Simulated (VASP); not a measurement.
```xyz
4
Lattice="1.5861 -2.7472 0.0000 1.5861 2.7472 0.0000 0.0000 0.0000 5.0796" Properties=species:S:1:pos:R:3 pbc="T T T"
Al     1.5861    -0.9157     2.5398
Al     1.5861     0.9157     0.0000
N      1.5861    -0.9157     4.4802
N      1.5861     0.9157     1.9404
```

Method: PBE GGA, VASP's PBE PAW potentials (set 64) (plane waves; VASP). Numerical set-up: 520 eV cut-off, 6×6×4 Γ-centred mesh, Gaussian smearing of 0.050 eV, potentials Al N.

**Question.** What does the run give for the energy per atom (σ→0), pressure, band gap (on the k-mesh) with the smallest direct gap where there is one?

**Answer.** 
```
Quantity                                     Result
-----------------------------------  --------------
band gap (on the k-mesh)                    3.70 eV
smallest direct gap (on the k-mesh)         3.70 eV
energy per atom (σ→0)                -7.435 eV/atom
pressure                                  -7.24 GPa
```

The compound is AlN in the wurtzite structure. The cell was not relaxed at this level.
